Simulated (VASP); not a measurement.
Output of a VASP run:

### OSZICAR
```
       N       E                     dE             d eps       ncg     rms          rms(c)
DAV:   1     0.602498002687E+02    0.60250E+02   -0.51347E+03  1512   0.102E+03
DAV:   2    -0.722413741838E+01   -0.67474E+02   -0.67234E+02  1571   0.239E+02
DAV:   3    -0.885981896213E+01   -0.16357E+01   -0.16244E+01  2467   0.375E+01
DAV:   4    -0.892380292586E+01   -0.63984E-01   -0.63997E-01  2258   0.557E+00
DAV:   5    -0.892521157246E+01   -0.14086E-02   -0.14257E-02  2517   0.522E-01    0.645E-01
DAV:   6    -0.652520185133E+01    0.24000E+01   -0.35286E+00  1550   0.162E+01    0.226E+00
DAV:   7    -0.680586896030E+01   -0.28067E+00   -0.16968E-01  1937   0.460E+00    0.254E+00
DAV:   8    -0.668322075220E+01    0.12265E+00   -0.34973E-02  1671   0.286E+00    0.195E+00
DAV:   9    -0.646368319021E+01    0.21954E+00   -0.23535E-01  2060   0.624E+00    0.773E-01
DAV:  10    -0.663135244273E+01   -0.16767E+00   -0.10825E-01  1556   0.309E+00    0.347E-01
DAV:  11    -0.675070299973E+01   -0.11935E+00   -0.90545E-02  1576   0.215E+00    0.192E-01
DAV:  12    -0.646782796129E+01    0.28288E+00   -0.23318E-01  1518   0.536E+00    0.289E-01
DAV:  13    -0.670834910441E+01   -0.24052E+00   -0.16388E-01  1518   0.523E+00    0.542E-01
DAV:  14    -0.671220543231E+01   -0.38563E-02   -0.39880E-03  1671   0.645E-01    0.461E-01
DAV:  15    -0.674957173275E+01   -0.37366E-01   -0.25723E-02  1549   0.111E+00    0.410E-01
DAV:  16    -0.674622430435E+01    0.33474E-02   -0.16824E-03  1747   0.568E-01    0.413E-01
DAV:  17    -0.674823875803E+01   -0.20145E-02   -0.47099E-03  1530   0.942E-01    0.192E-01
DAV:  18    -0.674722896539E+01    0.10098E-02   -0.16707E-03  1554   0.466E-01    0.897E-02
DAV:  19    -0.674727866412E+01   -0.49699E-04   -0.45013E-04  1538   0.303E-01    0.503E-02
DAV:  20    -0.674714297195E+01    0.13569E-03   -0.39839E-04  1552   0.254E-01    0.515E-02
DAV:  21    -0.674715136269E+01   -0.83907E-05   -0.12845E-04  2029   0.139E-01    0.202E-02
DAV:  22    -0.674713651345E+01    0.14849E-04   -0.21976E-05  2330   0.689E-02    0.872E-03
DAV:  23    -0.674714270062E+01   -0.61872E-05   -0.74479E-06  1961   0.297E-02    0.199E-03
DAV:  24    -0.674713942780E+01    0.32728E-05   -0.16193E-06  1711   0.155E-02    0.271E-03
DAV:  25    -0.674714263319E+01   -0.32054E-05   -0.99391E-07  1609   0.163E-02    0.198E-03
DAV:  26    -0.674713911641E+01    0.35168E-05   -0.74118E-07  1588   0.113E-02    0.640E-04
DAV:  27    -0.674714099424E+01   -0.18778E-05   -0.14460E-07  1860   0.444E-03    0.159E-04
DAV:  28    -0.674714037718E+01    0.61707E-06   -0.19927E-08   863   0.182E-03    0.219E-04
DAV:  29    -0.674714086602E+01   -0.48884E-06   -0.50313E-09   835   0.891E-04    0.176E-04
DAV:  30    -0.674714063750E+01    0.22852E-06   -0.18960E-09   830   0.433E-04    0.112E-04
DAV:  31    -0.674714057890E+01    0.58600E-07   -0.10089E-09   820   0.273E-04
   1 F= -.67471406E+01 E0= -.67471406E+01  d E =0.000000E+00
       N       E                     dE             ncg
```

File OUTCAR:
```
------------------------ aborting loop because EDIFF is reached ----------------------------------------
  FORCE on cell =-STRESS in cart. coord.  units (eV):
  Direction    XX          YY          ZZ          XY          YZ          ZX
  --------------------------------------------------------------------------------------
  Total       -0.0117845     -0.0117845     -0.0117845      0.0000000     -0.0000000      0.0000000
  in kB       -0.4423164     -0.4423164     -0.4423164      0.0000000     -0.0000000      0.0000000
  external PRESSURE =      -0.4423164 kB  Pullay stress =       0.0000000 kB
  volume of cell :       42.69
      direct lattice vectors                 reciprocal lattice vectors
     0.000000000  2.773867891  2.773867891    -0.180253718  0.180253718  0.180253718
     2.773867891  0.000000000  2.773867891     0.180253718 -0.180253718  0.180253718
     2.773867891  2.773867891  0.000000000     0.180253718  0.180253718 -0.180253718
 POSITION                                       TOTAL-FORCE (eV/Angst)
 -----------------------------------------------------------------------------------
      0.00000      0.00000      0.00000         0.000000      0.000000      0.000000
 -----------------------------------------------------------------------------------
    total drift:                               -0.000000     -0.000000     -0.000000
  FREE ENERGIE OF THE ION-ELECTRON SYSTEM (eV)
  ---------------------------------------------------
  free  energy   TOTEN  =        -6.7471405789 eV

  energy  without entropy=       -6.7471405789  energy(sigma->0) =       -6.74714058

 total charge

# of ion       s       p       d       tot
------------------------------------------
    1        2.073   5.840   0.140   8.053
```
(Selected blocks of OUTCAR.)

File POSCAR:
```
Ca
1
   -0.0000000000     2.7738678912     2.7738678912
    2.7738678912     0.0000000000     2.7738678912
    2.7738678912     2.7738678912     0.0000000000
Ca
1
Direct
  0.0000000000   0.0000000000   0.0000000000
```

Q: Write an INCAR and KPOINTS that could have produced this output.

A: One answer among several that fit: the input of the run itself, r2SCAN+rVV10, plane waves, VASP's PBE PAW potentials (set 64).

INCAR:
```
LMIXTAU = .TRUE.
LORBIT = 11
ISIF = 2   # forces and stress, cell fixed
LWAVE = .FALSE.
BPARAM = 11.95
ENCUT = 520
LREAL = .FALSE.   # projection in real space or not
SYSTEM = Ca
EDIFF = 1E-7   # SCF stop (eV)
NELM = 100
LUSE_VDW = .TRUE.
PREC = Accurate
LCHARG = .FALSE.
LASPH = .TRUE.
CPARAM = 0.0093
NEDOS = 601   # DOS grid
ALGO = Normal   # blocked Davidson
METAGGA = R2SCAN
ISMEAR = -5   # tetrahedra, Bloechl
```

File KPOINTS:
```
kpoints
0
gamma
 13 13 13
```

KPOINTS_OPT:
```
k-points along high-symmetry lines
10
Line-mode
Reciprocal
  0.000000   0.000000   0.000000 ! GAMMA
  0.500000   0.000000   0.500000 ! X

  0.500000   0.000000   0.500000 ! X
  0.625000   0.250000   0.625000 ! U

  0.375000   0.375000   0.750000 ! K
  0.000000   0.000000   0.000000 ! GAMMA

  0.000000   0.000000   0.000000 ! GAMMA
  0.500000   0.500000   0.500000 ! L

  0.500000   0.500000   0.500000 ! L
  0.500000   0.250000   0.750000 ! W

  0.500000   0.250000   0.750000 ! W
  0.500000   0.000000   0.500000 ! X
```

POTCAR, in this order: Ca_sv (PBE.64 set). Program: vasp_std.

For a metal the tetrahedron method with Blöchl corrections gives inexact stress and forces.

The compound is Ca in the fcc structure. It was relaxed first.
